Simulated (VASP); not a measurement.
Input:

```
GaSb
1.0
    0.00000     3.05000     3.05000
    3.05000     0.00000     3.05000
    3.05000     3.05000     0.00000
Ga Sb
1 1
Direct
  0.00000   0.00000   0.00000
  0.25000   0.25000   0.25000
```

Calculation: PBE GGA, VASP's PBE PAW potentials (set 64) (plane waves; VASP). Numerical set-up: 400 eV cut-off, 7×7×7 Γ-centred mesh, Fermi-Dirac smearing of 0.50 eV, potentials Ga_d Sb.

Unless said otherwise, spin-orbit coupling is left out, though it shifts the bands of the heavy elements here.

Task: What does the run give for the energy per atom (σ→0), pressure, band gap (on the k-mesh) with the smallest direct gap where there is one?

Result: 
| Property | Result |
|---|---|
| band gap (on the k-mesh) | none (metal, semimetal or under 0.01 eV) |
| energy per atom (σ→0) | -3.626 eV/atom |
| pressure | 3.60 GPa |

Only differences to runs with the same potentials and settings are physical.

The compound is GaSb in the zinc blende structure. The cell was not relaxed at this level. The run is one of a series of settings (ISMEAR = -1, SIGMA = 0.5 against the base run), some of them coarse on purpose.
